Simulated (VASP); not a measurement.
Computed with HSE06 screened hybrid, VASP's PBE PAW potentials (set 64) (plane waves; VASP).

VASP input:

**KPOINTS**
```
Automatic mesh
0
Gamma
1 1 1
0 0 0
```

**INCAR**
```
SYSTEM=Al32As31Si
PREC=Normal; ENCUT=400; LREAL=Auto
LASPH=T; ISYM=0
EDIFF=1E-5; NELM=50; NELMIN=4
ALGO=Normal; LMAXMIX=4
ISMEAR=0; SIGMA=0.05
GGA=PE; LHFCALC=T; AEXX=0.25
HFSCREEN=0.2; PRECFOCK=Fast
ISPIN=2; MAGMOM=64*0.0156; NUPDOWN=1
ISIF=0
LWAVE=F; LCHARG=F; LORBIT=10
```

### POSCAR
```
Al32As31Si
11.4648460
  1.0000000184   0.0000000000   0.0000000000
  0.0000000000   1.0000000184   0.0000000000
  0.0000000000   0.0000000000   1.0000000184
Al As Si
32 31 1
Cartesian
  0.5001923960   0.0000888733   0.0004026778
  0.7498908786   0.2501000652   0.0008568115
  0.7499746074   0.0003564193   0.2499771642
  0.9999421967   0.0000032461   0.0001219421
  0.2504074832   0.2501323049   0.0005401799
  0.5000725733   0.4997940505   0.0009086293
  0.7498911340   0.7498241451   0.0002764231
  0.2498872437   0.9997797048   0.2500936934
  0.5029676219   0.2518496194   0.2541747888
  0.7473551241   0.4969211689   0.2531817050
  0.4999625561   0.0000234911   0.5002534514
  0.7477881521   0.2518099185   0.4982101945
  0.7500016881   0.9997620691   0.7502736677
  0.9998553690   0.4997241508   0.0003261447
  0.2500895768   0.7497957648   0.0001398300
  0.9994052132   0.2501684545   0.2499852618
  0.2507948891   0.4999129058   0.2501360363
  0.5000822252   0.7491590085   0.2502611781
  0.9999428136   0.9998930116   0.4999546427
  0.2502025666   0.2500110447   0.5001610478
  0.5021894280   0.4972034420   0.4988423689
  0.7499398624   0.7493151855   0.4999531552
  0.2500926274   0.9999627317   0.7500303902
  0.4999411889   0.2499808967   0.7498821375
  0.7499123940   0.5000978304   0.7497831774
  0.9999596617   0.7498444073   0.2501695204
  0.9995670253   0.5001443062   0.4998516347
  0.2501076236   0.7498440458   0.4999356504
  0.0000067674   0.2499600506   0.7502746313
  0.2497521071   0.4998632562   0.7503827296
  0.5000994833   0.7499809023   0.7503463350
  0.9999665817   0.7498742564   0.7499850615
  0.6245518951   0.1249716438   0.1251555032
  0.8750653212   0.3755380181   0.1249131291
  0.8751621999   0.1248339743   0.3753229270
  0.1249550625   0.1250567813   0.1250024250
  0.3753667168   0.3743151205   0.1255430639
  0.6254780700   0.6250428326   0.1250101716
  0.8750806974   0.8749820892   0.1249794661
  0.3744682828   0.1244326218   0.3750095607
  0.8751839534   0.6252693261   0.3745315079
  0.6252237014   0.1245903258   0.6255038685
  0.8752505843   0.3748154318   0.6252905618
  0.8748935089   0.1250479892   0.8751633669
  0.1250370975   0.6249784300   0.1250374126
  0.3750334275   0.8748987875   0.1250540065
  0.1249883685   0.3750705626   0.3749435137
  0.3749224335   0.6250419941   0.3757394865
  0.6250113626   0.8749354413   0.3749964818
  0.1248357940   0.1248896165   0.6251411041
  0.3742752561   0.3752532781   0.6257946548
  0.6245221746   0.6255043242   0.6255561703
  0.8749683872   0.8749771140   0.6250046441
  0.3749244761   0.1249287208   0.8752048182
  0.6249913207   0.3750244482   0.8751591203
  0.8751016024   0.6251023836   0.8751556314
  0.1249445069   0.8749443057   0.3750505620
  0.1250351858   0.6251067833   0.6250639861
  0.3748579297   0.8748189388   0.6252191848
  0.1249801775   0.3749938075   0.8753507905
  0.3749921563   0.6249517354   0.8751642660
  0.6249494621   0.8750693474   0.8752712080
  0.1249914239   0.8750400544   0.8750095160
  0.6249340478   0.3755516325   0.3762401441
```

POTCAR, in this order: Al As Si (PBE.64 set). Program: vasp_gam. Read from the step before: WAVECAR.

The resulting files:

OUTCAR:
```
 ion  position               nearest neighbor table
   1  0.500  0.000  0.000-  33 2.48  62 2.48  46 2.48  54 2.48
   2  0.750  0.250  0.001-  34 2.48  33 2.48  55 2.49  44 2.49
   3  0.750  0.000  0.250-  33 2.48  35 2.48  49 2.48  39 2.49
   4  1.000  0.000  0.000-  39 2.48  36 2.48  44 2.48  63 2.48
   5  0.250  0.250  0.001-  37 2.48  36 2.48  54 2.48  60 2.49
   6  0.500  0.500  0.001-  38 2.48  37 2.48  55 2.49  61 2.49
   7  0.750  0.750  0.000-  38 2.48  39 2.48  56 2.48  62 2.48
   8  0.250  1.000  0.250-  40 2.48  57 2.48  46 2.48  36 2.48
   9  0.503  0.252  0.254-  64 2.43  40 2.49  33 2.50  37 2.51
  10  0.747  0.497  0.253-  64 2.43  34 2.50  41 2.50  38 2.50
  11  0.500  0.000  0.500-  42 2.48  40 2.48  59 2.48  49 2.48
  12  0.748  0.252  0.498-  64 2.44  42 2.50  35 2.50  43 2.50
  13  0.750  1.000  0.750-  42 2.48  62 2.48  53 2.48  44 2.48
  14  1.000  0.500  0.000-  34 2.47  60 2.48  45 2.48  56 2.48
  15  0.250  0.750  0.000-  61 2.48  45 2.48  46 2.48  63 2.49
  16  0.999  0.250  0.250-  34 2.48  35 2.48  47 2.49  36 2.49
  17  0.251  0.500  0.250-  37 2.48  48 2.48  47 2.49  45 2.49
  18  0.500  0.749  0.250-  48 2.48  38 2.48  49 2.49  46 2.49
  19  1.000  1.000  0.500-  35 2.48  57 2.48  53 2.48  50 2.48
  20  0.250  0.250  0.500-  51 2.48  40 2.48  50 2.49  47 2.49
  21  0.502  0.497  0.499-  64 2.43  51 2.49  52 2.50  48 2.50
  22  0.750  0.749  0.500-  41 2.48  52 2.48  49 2.49  53 2.49
  23  0.250  1.000  0.750-  59 2.48  54 2.48  63 2.48  50 2.48
  24  0.500  0.250  0.750-  51 2.48  42 2.48  55 2.48  54 2.48
  25  0.750  0.500  0.750-  52 2.48  43 2.48  55 2.48  56 2.49
  26  1.000  0.750  0.250-  41 2.47  57 2.48  45 2.48  39 2.48
  27  1.000  0.500  0.500-  41 2.48  43 2.48  47 2.48  58 2.49
  28  0.250  0.750  0.500-  48 2.47  58 2.48  59 2.48  57 2.48
  29  0.000  0.250  0.750-  43 2.48  44 2.48  50 2.48  60 2.48
  30  0.250  0.500  0.750-  51 2.47  60 2.48  61 2.48  58 2.48
  31  0.500  0.750  0.750-  52 2.47  62 2.48  61 2.48  59 2.48
  32  1.000  0.750  0.750-  58 2.48  56 2.48  53 2.48  63 2.48
  33  0.625  0.125  0.125-   1 2.48   2 2.48   3 2.48   9 2.50
  34  0.875  0.376  0.125-  14 2.47   2 2.48  16 2.48  10 2.50
  35  0.875  0.125  0.375-  19 2.48  16 2.48   3 2.48  12 2.50
  36  0.125  0.125  0.125-   4 2.48   5 2.48   8 2.48  16 2.49
  37  0.375  0.374  0.126-   5 2.48  17 2.48   6 2.48   9 2.51
  38  0.625  0.625  0.125-   7 2.48   6 2.48  18 2.48  10 2.50
  39  0.875  0.875  0.125-   4 2.48   7 2.48  26 2.48   3 2.49
...
```

### OSZICAR
```
       N       E                     dE             d eps       ncg     rms          rms(c)
DAV:   1    -0.346414384236E+03   -0.34641E+03   -0.22112E+01   736   0.993E+00    0.435E+01
DAV:   2    -0.346623577825E+03   -0.20919E+00   -0.76434E-01   792   0.194E+00    0.341E+01
DAV:   3    -0.346611911218E+03    0.11667E-01   -0.63597E-02   704   0.433E-01    0.210E+01
DAV:   4    -0.346597340801E+03    0.14570E-01   -0.25104E-02   712   0.275E-01    0.126E+01
DAV:   5    -0.346592721569E+03    0.46192E-02   -0.94915E-03   712   0.155E-01    0.747E+00
DAV:   6    -0.346591400541E+03    0.13210E-02   -0.22251E-03   752   0.629E-02    0.439E+00
DAV:   7    -0.346590969963E+03    0.43058E-03   -0.73991E-04   712   0.336E-02    0.256E+00
DAV:   8    -0.346590823588E+03    0.14637E-03   -0.37143E-04   696   0.286E-02    0.148E+00
DAV:   9    -0.346590789920E+03    0.33669E-04   -0.18663E-04   680   0.199E-02    0.834E-01
DAV:  10    -0.346590793854E+03   -0.39344E-05   -0.76311E-05   600   0.108E-02
   1 F= -.34659079E+03 E0= -.34659078E+03  d E =-.209980E-04  mag=     1.0000
```

**OUTCAR**
```
------------------------ aborting loop because EDIFF is reached ----------------------------------------
  volume of cell :     1506.97
      direct lattice vectors                 reciprocal lattice vectors
    11.464846211  0.000000000  0.000000000     0.087223150  0.000000000  0.000000000
     0.000000000 11.464846211  0.000000000     0.000000000  0.087223150  0.000000000
     0.000000000  0.000000000 11.464846211     0.000000000  0.000000000  0.087223150
  FREE ENERGIE OF THE ION-ELECTRON SYSTEM (eV)
  ---------------------------------------------------
  free  energy   TOTEN  =      -346.5907938540 eV

  energy  without entropy=     -346.5907728560  energy(sigma->0) =     -346.59078335

  exchange ACFDT corr.  =         0.00000000  see jH, gK, PRB 81, 115126

 total charge

# of ion       s       p       d       tot
------------------------------------------
    1        0.449   0.373   0.000   0.821
    2        0.448   0.372   0.000   0.820
    3        0.448   0.372   0.000   0.820
    4        0.448   0.372   0.000   0.821
    5        0.450   0.372   0.000   0.821
    6        0.448   0.372   0.000   0.820
    7        0.449   0.373   0.000   0.822
    8        0.449   0.373   0.000   0.821
    9        0.461   0.377   0.000   0.838
   10        0.459   0.381   0.000   0.840
   11        0.448   0.372   0.000   0.820
   12        0.463   0.371   0.000   0.835
   13        0.450   0.372   0.000   0.822
   14        0.449   0.373   0.000   0.822
   15        0.448   0.373   0.000   0.821
   16        0.448   0.372   0.000   0.820
   17        0.448   0.372   0.000   0.820
   18        0.448   0.372   0.000   0.820
   19        0.450   0.372   0.000   0.822
   20        0.448   0.372   0.000   0.819
   21        0.459   0.382   0.000   0.841
   22        0.448   0.372   0.000   0.820
   23        0.448   0.372   0.000   0.821
   24        0.448   0.372   0.000   0.820
   25        0.448   0.372   0.000   0.820
   26        0.449   0.373   0.000   0.822
   27        0.448   0.372   0.000   0.820
   28        0.449   0.373   0.000   0.822
   29        0.450   0.371   0.000   0.821
   30        0.449   0.373   0.000   0.822
   31        0.449   0.373   0.000   0.822
   32        0.448   0.372   0.000   0.821
   33        1.200   1.711   0.023   2.934
   34        1.199   1.713   0.023   2.935
   35        1.201   1.706   0.023   2.931
   36        1.200   1.711   0.023   2.934
   37        1.203   1.701   0.023   2.927
   38        1.201   1.706   0.023   2.930
   39        1.199   1.712   0.023   2.935
   40        1.200   1.711   0.023   2.934
   41        1.200   1.711   0.023   2.934
   42        1.201   1.706   0.023   2.931
   43        1.203   1.701   0.023   2.927
   44        1.200   1.711   0.023   2.934
   45        1.200   1.711   0.023   2.934
   46        1.200   1.711   0.023   2.933
   47        1.199   1.712   0.023   2.933
   48        1.201   1.705   0.023   2.930
   49        1.199   1.712   0.023   2.933
   50        1.200   1.712   0.023   2.934
   51        1.199   1.713   0.023   2.935
   52        1.200   1.711   0.023   2.934
   53        1.200   1.711   0.023   2.934
   54        1.199   1.712   0.023   2.934
   55        1.199   1.712   0.023   2.934
   56        1.200   1.712   0.023   2.934
   57        1.201   1.712   0.023   2.936
   58        1.200   1.712   0.023   2.934
   59        1.199   1.713   0.023   2.935
   60        1.201   1.709   0.023   2.934
   61        1.200   1.711   0.023   2.934
   62        1.200   1.712   0.023   2.936
   63        1.199   1.712   0.023   2.934
   64        0.769   1.000   0.000   1.769
--------------------------------------------------
tot         52.371  65.946   0.715 119.031

 magnetization (x)

# of ion       s       p       d       tot
------------------------------------------
    1       -0.000   0.000   0.000   0.000
    2       -0.000  -0.000   0.000  -0.000
    3       -0.000  -0.000   0.000  -0.001
    4       -0.000   0.001   0.000   0.000
    5       -0.001   0.002   0.000   0.001
    6       -0.001  -0.000   0.000  -0.001
    7       -0.001   0.001   0.000   0.000
    8       -0.000   0.000   0.000   0.000
    9       -0.000   0.007   0.000   0.007
   10       -0.001  -0.000   0.000  -0.002
   11       -0.000  -0.000   0.000  -0.001
   12        0.002   0.022   0.000   0.023
   13       -0.001   0.002   0.000   0.002
   14       -0.001  -0.000   0.000  -0.001
   15       -0.000   0.000   0.000  -0.000
   16       -0.000  -0.000   0.000  -0.001
   17       -0.001  -0.000   0.000  -0.001
   18       -0.001  -0.000   0.000  -0.001
   19       -0.001   0.002   0.000   0.002
   20       -0.000  -0.000   0.000  -0.000
   21       -0.001  -0.000   0.000  -0.002
...
```
(Selected blocks of OUTCAR.)

The supercell is sampled at Γ alone, which is coarse: total energies, pressure and levels can be off, energies of defects by several tenths of an eV.

The cell is a supercell with a defect, built from AlAs (zinc blende): Si_As. The cell's shape comes from a PBE relaxation.
